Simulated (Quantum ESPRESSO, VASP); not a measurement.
An input for Quantum ESPRESSO (PBE, SSSP 1.1.2 efficiency (PBE) pseudopotentials):

```
&control
  calculation = 'scf'
  prefix = 'scf'
  outdir = './work'
  pseudo_dir = './'
  tprnfor = .true.
  tstress = .true.
/
&system
  ibrav = 0
  nat = 6
  ntyp = 2
  ecutwfc = 50
  ecutrho = 400
  occupations = 'smearing'
  smearing = 'fd'
  degauss = 0.0073499
/
&electrons
  conv_thr = 1e-10
/
ATOMIC_SPECIES
Ti    47.8670  ti_pbe_v1.4.uspp.F.UPF
Si    28.0850  Si.pbe-n-rrkjus_psl.1.0.0.UPF
CELL_PARAMETERS angstrom
   1.7977590000    -6.8843270000     0.0000000000
   1.7977590000     6.8843270000     0.0000000000
   0.0000000000     0.0000000000     3.6311260000
ATOMIC_POSITIONS crystal
Ti    0.8968800000    0.1031200000    0.7500000000
Ti    0.1031200000    0.8968800000    0.2500000000
Si    0.5582500000    0.4417500000    0.7500000000
Si    0.4417500000    0.5582500000    0.2500000000
Si    0.2496900000    0.7503100000    0.7500000000
Si    0.7503100000    0.2496900000    0.2500000000
K_POINTS automatic
7 7 7  0 0 0
```

Problem. Write the VASP files for the same calculation.

Solution. One set of files that does it:

**KPOINTS**
```
Automatic mesh
0
Gamma
7 7 7
0 0 0
```

INCAR:
```
SYSTEM = TiSi2
PREC = Accurate
ENCUT = 300
EDIFF = 1E-6
NELM = 100
ALGO = Normal
LREAL = .FALSE.
LASPH = .TRUE.
ISMEAR = -1
SIGMA = 0.1
GGA = PE
LMAXMIX = 4
LWAVE = .FALSE.
LCHARG = .FALSE.
ISIF = 2
```

### POSCAR
```
TiSi2
1.0
  1.7977590000  -6.8843270000   0.0000000000
  1.7977590000   6.8843270000   0.0000000000
  0.0000000000   0.0000000000   3.6311260000
Ti Si
2 4
direct
  0.8968800000   0.1031200000   0.7500000000
  0.1031200000   0.8968800000   0.2500000000
  0.5582500000   0.4417500000   0.7500000000
  0.4417500000   0.5582500000   0.2500000000
  0.2496900000   0.7503100000   0.7500000000
  0.7503100000   0.2496900000   0.2500000000
```

POTCAR, in this order: Ti_sv Si (PBE.64 set). Program: vasp_std.

The two runs describe the same crystal, functional and task. Each code takes its own potentials, basis and convergence tests.

The structure comes from a computed database's TiSi2 entry; how it stands against other phases isn't given here. The cell was not relaxed at this level, and it may have been scaled.
